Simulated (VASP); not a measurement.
Write the native input for VASP 6.6.1 that does the following.

```
Task                   : single point
Functional             : PBEsol
Potentials or basis    : VASP PAW PBE potentials, release 64 (Ag)
Cutoff                 : 520 eV
k mesh                 : 18 × 18 × 18
Occupations            : gaussian, width 0.1 eV
Spin                   : non-collinear spin, zero start, spin-orbit coupling
Starting moments       : [[0.0, 0.0, 0.0]] μB
Further INCAR settings : ALGO = Normal; EDIFF = 1e-06
```

The structure of Ag lies in POSCAR:

```
Ag
1.0
    0.0000000000      2.0261700000      2.0261700000
    2.0261700000      0.0000000000      2.0261700000
    2.0261700000      2.0261700000      0.0000000000
Ag
1
Direct
    0.0000000000      0.0000000000      0.0000000000
```

These files were run (other wordings do the same):

INCAR

```
SYSTEM = Ag
  ALGO = Normal
  EDIFF = 1E-6
  ENCUT = 520
  GGA = PS
  GGA_COMPAT = .False.
  ISIF = 2
  ISMEAR = 0
  LASPH = .True.
  LCHARG = .False.
  LMAXMIX = 4
  LNONCOLLINEAR = .True.
  LORBIT = 11
  LREAL = .False.
  LSORBIT = .True.
  LWAVE = .False.
  MAGMOM = 0 0 0
  NELM = 100
  PREC = Accurate
  SIGMA = 0.1
```

KPOINTS

```
k-points
0
Gamma
  18 18 18
  0 0 0
```

Potentials or basis: VASP PAW PBE potentials, release 64 (Ag).

Launch:

```sh
$ cat potpaw_PBE.64/Ag/POTCAR > POTCAR
$ mpirun -np 1 vasp_ncl > vasp.out
```

Results of the run:

```json
{
  "Pressure": "-0.2 GPa",
  "Net moment": "0.00 μB per cell",
  "Valence electrons inside the program's atomic spheres": "Ag 9.89"
}
```

Caveat: the PAW data sets were made with another functional, which shifts forces and pressure a little.

Wall time 68 s on 1 thread of AMD EPYC 9R45 96-Core Processor (Zen 5), on a shared host, peak memory 0.22 GiB.
